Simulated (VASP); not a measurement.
Given:

```
Rh
1.0
    0.00000     1.93800     1.93800
    1.93800     0.00000     1.93800
    1.93800     1.93800     0.00000
Rh
1
Cartesian
  0.00000   0.00000   0.00000
```

All values below come from RPBE GGA, VASP's PBE PAW potentials (set 64) (plane waves; VASP). Settings: 400 eV cut-off, 15×15×15 Γ-centred mesh, first-order Methfessel-Paxton smearing of 0.10 eV, potentials Rh_pv.

Question: Give the stress tensor in GPa (positive for a compressed cell).

Answer: 
```
-5.24   0.00   0.00
 0.00  -5.24   0.00
 0.00   0.00  -5.24
```
The pressure is its mean diagonal, -5.24 GPa.

The compound is Rh in the fcc structure. The cell was not relaxed at this level. The run is one of a series of settings (GGA = RP against the base run), some of them coarse on purpose.
